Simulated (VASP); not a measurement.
Energy against volume of Eu (bcc). These are vdW-DF2, VASP's PBE PAW potentials (set 64) (plane waves; VASP) values and carry that method's errors.

The 4f electrons are frozen in the core of the lanthanide potential, so 4f levels, which can set the real gap, and their magnetism are missing.

| V (Å³/atom) | E (eV/atom) |
|---|---|
| 42.469 | 0.86084 |
| 43.825 | 0.85538 |
| 45.180 | 0.85402 |
| 46.536 | 0.85615 |
| 47.891 | 0.86124 |

Problem. Fit a third-order Birch-Murnaghan equation of state.

Solution. 
| Item | Result |
|---|---|
| volume per atom | 45.00 Å^3/atom |
| bulk modulus | 140 kbar |
| pressure derivative of the bulk modulus | 4.38 |
| lattice constant a | 4.481 Å |

Measured: bulk modulus 10.9 GPa (computed value off by +28.0 %), as given by arXiv:1012.3782; a 4.582 Å at 293 K (computed value off by -2.2 %), as given by Wikipedia, Europium (infobox). The calculation is for a static lattice, while the measured bulk modulus, a hold thermal and zero-point effects, which are part of the difference.

The compound is Eu in the bcc structure. It was relaxed first, which changed the volume by -6 %.
